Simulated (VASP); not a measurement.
Given:

```
Yb
1.0
    0.00000     2.70051     2.70051
    2.70051     0.00000     2.70051
    2.70051     2.70051     0.00000
Yb
1
Cartesian
  0.00000   0.00000   0.00000
```

Method: PW91 GGA, VASP's PBE PAW potentials (set 64) (plane waves; VASP 6.6.1). Run with 520 eV cut-off, Gaussian smearing of 0.050 eV, potentials Yb_2.

The 4f electrons are frozen in the core of the lanthanide potential, so 4f levels, which can set the real gap, and their magnetism are missing.

Q: Estimate the band gap (along the path) with the smallest direct gap where there is one.

A: 
```yaml
band gap (along the path): 0.01 eV
smallest direct gap (along the path): 0.02 eV
```

The compound is Yb in the fcc structure. It was relaxed first.
